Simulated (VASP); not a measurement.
Output of a VASP run:

### OSZICAR
```
       N       E                     dE             d eps       ncg     rms          rms(c)
DAV:   1     0.372058192169E+02    0.37206E+02   -0.55275E+03  2128   0.101E+03
DAV:   2    -0.318176560586E+01   -0.40388E+02   -0.37532E+02  1956   0.184E+02
DAV:   3    -0.348057018642E+01   -0.29880E+00   -0.29865E+00  2351   0.171E+01
DAV:   4    -0.348123239592E+01   -0.66221E-03   -0.66220E-03  2122   0.835E-01
DAV:   5    -0.348123664713E+01   -0.42512E-05   -0.42520E-05  2139   0.639E-02    0.804E+00
DAV:   6    -0.323614457450E+01    0.24509E+00   -0.83245E-01  1908   0.884E+00    0.523E+00
DAV:   7    -0.321989370213E+01    0.16251E-01   -0.67777E-02  2013   0.250E+00    0.262E+00
DAV:   8    -0.321801336927E+01    0.18803E-02   -0.13955E-03  1992   0.385E-01    0.229E-01
DAV:   9    -0.321800068787E+01    0.12681E-04   -0.78359E-06  2074   0.309E-02    0.278E-02
DAV:  10    -0.321800679804E+01   -0.61102E-05   -0.31997E-06  2026   0.230E-02    0.403E-03
DAV:  11    -0.321800668379E+01    0.11425E-06   -0.53326E-08  1486   0.225E-03    0.416E-04
DAV:  12    -0.321800664609E+01    0.37702E-07   -0.43937E-09   987   0.764E-04
   1 F= -.32180066E+01 E0= -.32182166E+01  d E =0.629858E-03
```

OUTCAR:
```
------------------------ aborting loop because EDIFF is reached ----------------------------------------
  FORCE on cell =-STRESS in cart. coord.  units (eV):
  Direction    XX          YY          ZZ          XY          YZ          ZX
  --------------------------------------------------------------------------------------
  Total        0.0009952      0.0009952      0.0009952      0.0000000      0.0000000     -0.0000000
  in kB        0.0889433      0.0889433      0.0889433      0.0000000      0.0000000     -0.0000000
  external PRESSURE =       0.0889433 kB  Pullay stress =       0.0000000 kB
  volume of cell :       17.93
      direct lattice vectors                 reciprocal lattice vectors
     0.000000000  2.077265283  2.077265283    -0.240701081  0.240701081  0.240701081
     2.077265283  0.000000000  2.077265283     0.240701081 -0.240701081  0.240701081
     2.077265283  2.077265283  0.000000000     0.240701081  0.240701081 -0.240701081
 POSITION                                       TOTAL-FORCE (eV/Angst)
 -----------------------------------------------------------------------------------
      0.00000      0.00000      0.00000        -0.000000      0.000000      0.000000
 -----------------------------------------------------------------------------------
    total drift:                               -0.000000     -0.000000     -0.000000
  FREE ENERGIE OF THE ION-ELECTRON SYSTEM (eV)
  ---------------------------------------------------
  free  energy   TOTEN  =        -3.2180066461 eV

  energy  without entropy=       -3.2186365046  energy(sigma->0) =       -3.21821660
```
(Selected blocks of OUTCAR.)

File POSCAR:
```
Au
1
    0.0000000000     2.0772652832     2.0772652832
    2.0772652832    -0.0000000000     2.0772652832
    2.0772652832     2.0772652832    -0.0000000000
Au
1
Direct
  0.0000000000   0.0000000000   0.0000000000
```

Task: Write an INCAR and KPOINTS that could have produced this output.

Result: One answer among several that fit: the input of the run itself, PBE GGA, plane waves, VASP's PBE PAW potentials (set 64).

**INCAR**
```
ALGO = Normal   # blocked Davidson
LASPH = .TRUE.
ENCUT = 480   # plane-wave cut-off (eV)
ISMEAR = 1
LREAL = .FALSE.
NELM = 100   # most electronic steps
GGA = PE   # PBE
SIGMA = 0.1   # width (eV)
LMAXMIX = 6   # l cut-off of mixed one-centre charges
ISIF = 2   # forces and stress, cell fixed
LWAVE = .FALSE.
LCHARG = .FALSE.
EDIFF = 1E-7
PREC = Accurate
SYSTEM = Au
```

**KPOINTS**
```
Automatic mesh
0
G
  14 14 14
0 0 0
```

POTCAR, in this order: Au (PBE.64 set). Program: vasp_std.

The compound is Au in the fcc structure. It was relaxed first, which changed the volume by +6 %.
